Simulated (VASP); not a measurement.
# PdC18 in VASP: a series of runs, part 3 of 3

VASP 6.6.1.

## Step 5: Single point, PBE

The input, INCAR:

```
PREC = Accurate ; ENCUT = 520
EDIFF = 1E-6 ; ISMEAR = 0
SIGMA = 0.02 ; LREAL = Auto
LASPH = T ; NELM = 100
ALGO = Fast ; ISIF = 2
LWAVE = F ; LCHARG = T
GGA = PE ; LELF = T
LVHAR = T ; NBANDS = 56
```

The input, KPOINTS:

```
Automatic mesh
0
Gamma
  2 2 1
```

The input, POSCAR:

```
PdC18
1.0
    7.3980000000      0.0000000000      0.0000000000
   -3.6990000000      6.4068560000      0.0000000000
    0.0000000000      0.0000000000     12.0000000000
C Pd
18 1
Direct
   -0.0022773475      0.0014582816      0.0802954167
    0.2192190242      0.1103691108      0.0814113333
   -0.0021827708      0.3349550856      0.0830538333
    0.2192171195      0.4447794675      0.0827983333
   -0.0019712812      0.6683669806      0.0811645833
    0.2197751127      0.7778300308      0.0792001667
    0.3307969181      0.0010061097      0.0793013333
    0.5522874440      0.1096581537      0.0838948333
    0.3288748858      0.3340995958      0.0867015000
    0.5527762917      0.4462641271      0.0915855000
    0.3310699328      0.6680217255      0.0810767500
    0.5530996353      0.7782130580      0.0807735833
    0.6644813984      0.0016443323      0.0816062500
    0.8864245576      0.1113660117      0.0823349167
    0.6651101140      0.3337438831      0.0928977500
    0.8880281120      0.4450432474      0.0859970833
    0.6655846443      0.6707021353      0.0830925833
    0.8868435391      0.7784156535      0.0800391667
    0.5664870746      0.3875186207      0.2627746667
```

On the command line:

```bash
$ cat potpaw_PBE.64/C/POTCAR potpaw_PBE.64/Pd/POTCAR > POTCAR
$ mpirun -np 1 vasp_std > vasp.out
```

Wall time 3.2 min (1 thread of Intel Xeon 6975P-C (Granite Rapids), shared host); peak memory 0.6 GiB.

The run converged. Its results:

```
Free energy            : -168.2667 eV
Largest force          : 0.098 eV/Å
Band gap on the k mesh : 0.10 eV, direct
```

Forces in eV/Å, atoms in the order of the input:
```
C   -0.013 -0.005  0.002
C    0.002  0.004 -0.008
C   -0.013 -0.001 -0.003
C    0.001  0.016 -0.011
C   -0.005  0.003  0.000
C    0.004  0.002 -0.003
C   -0.015 -0.012 -0.002
C    0.007  0.003 -0.002
C   -0.014 -0.008 -0.011
C   -0.008  0.011  0.004
C   -0.018  0.001  0.001
C    0.004  0.003 -0.003
C   -0.016 -0.008  0.000
C    0.001 -0.004 -0.004
C   -0.007 -0.012  0.021
C    0.006  0.007 -0.002
C   -0.015 -0.008  0.001
C    0.003  0.005 -0.004
Pd   0.096  0.002  0.022
```

Levels at points of the mesh, in eV from the valence-band top:
| k point | band 39 | band 40 | band 41 | band 42 | band 43 | band 44 |
| --- | --- | --- | --- | --- | --- | --- |
| (0.00, 0.00, 0.00) | -1.46 | -0.12 | 0.00 | 0.10 | 0.25 | 0.90 |
| (0.50, 0.00, 0.00) | -1.47 | -1.28 | -1.06 | 0.94 | 1.58 | 2.34 |
| (0.00, 0.50, 0.00) | -1.48 | -1.26 | -1.07 | 0.96 | 1.66 | 2.38 |
| (0.50, 0.50, 0.00) | -1.33 | -1.24 | -1.16 | 0.89 | 1.61 | 2.31 |

Caveat: the k mesh is coarse (spacing up to 0.49 Å⁻¹), so the values aren't converged.

## Step 6: Single point, PBE

The input, INCAR:

```
PREC = Accurate
ENCUT = 520
EDIFF = 1E-6
ISMEAR = 0
SIGMA = 0.02
LREAL = Auto
LASPH = True
NELM = 100
ALGO = Fast
ISIF = 2
LWAVE = False
LCHARG = True
GGA = PE
LELF = True
LVHAR = True
NBANDS = 56
```

KPOINTS is that of step 5.

The input, POSCAR:

```
PdC18
1.0
    7.3980000000      0.0000000000      0.0000000000
   -3.6990000000      6.4068560000      0.0000000000
    0.0000000000      0.0000000000     12.0000000000
C Pd
18 1
Direct
   -0.0003686931      0.0031285236      0.0811328333
    0.2206084790      0.1116316646      0.0827198333
   -0.0002823540      0.3366607584      0.0836056667
    0.2202800419      0.4465360233      0.0847501667
   -0.0004050899      0.6696426453      0.0810934167
    0.2210596841      0.7793580814      0.0790259167
    0.3326528288      0.0025619430      0.0790081667
    0.5537696827      0.1116207388      0.0826712500
    0.3310504372      0.3355044971      0.0897395833
    0.5554432394      0.4481338429      0.0901332500
    0.3327922282      0.6696250080      0.0811310000
    0.5545921818      0.7800167508      0.0802422500
    0.6662393759      0.0031264945      0.0811124167
    0.8878579550      0.1129697624      0.0826128333
    0.6672133482      0.3354988781      0.0896705000
    0.8890523658      0.4465494464      0.0846890000
    0.6676714946      0.6726060333      0.0822479167
    0.8881838659      0.7800203407      0.0802242500
    0.5256931608      0.3870305498      0.2616895000
```

Potentials or basis: VASP PAW PBE potentials, release 64 (C, Pd).

On the command line:

```bash
$ cat potpaw_PBE.64/C/POTCAR potpaw_PBE.64/Pd/POTCAR > POTCAR
$ mpirun -np 1 vasp_std > vasp.out
```

Wall time 3 min (1 thread of Intel Xeon 6975P-C (Granite Rapids), shared host); peak memory 0.61 GiB.

Results (log left out):

* Free energy: -168.2475 eV
* Largest force: 0.020 eV/Å
* Band gap on the k mesh: 0.18 eV, direct

Forces in eV/Å, atoms in the order of the input:
```
C    0.007 -0.003  0.006
C   -0.002 -0.001 -0.003
C    0.002  0.002 -0.005
C   -0.003  0.009 -0.007
C    0.002  0.003  0.004
C   -0.003 -0.004 -0.003
C    0.002  0.000 -0.002
C   -0.003 -0.003 -0.001
C   -0.004 -0.006 -0.002
C   -0.003  0.003 -0.012
C   -0.007  0.004  0.001
C   -0.009 -0.004  0.001
C   -0.002  0.003  0.002
C    0.006 -0.002  0.000
C    0.003 -0.010  0.013
C    0.004  0.006 -0.005
C    0.009  0.004 -0.003
C    0.003  0.003 -0.003
Pd   0.000 -0.003  0.019
```

Levels at points of the mesh, in eV from the valence-band top:
| k point | band 38 | band 39 | band 40 | band 41 | band 42 | band 43 | band 44 | band 45 |
| --- | --- | --- | --- | --- | --- | --- | --- | --- |
| (0.00, 0.00, 0.00) | -1.49 | -1.48 | -0.06 | 0.00 | 0.18 | 0.20 | 0.88 | 3.42 |
| (0.50, 0.00, 0.00) | -1.55 | -1.42 | -1.26 | -1.09 | 0.92 | 1.61 | 2.34 | 2.43 |
| (0.00, 0.50, 0.00) | -1.53 | -1.50 | -1.20 | -1.11 | 0.95 | 1.67 | 2.39 | 2.45 |
| (0.50, 0.50, 0.00) | -1.55 | -1.42 | -1.26 | -1.09 | 0.91 | 1.61 | 2.34 | 2.43 |

Caveat: the k mesh is coarse (spacing up to 0.49 Å⁻¹), so the values aren't converged. PBE gaps usually lie below the measured ones, often by a third to a half.
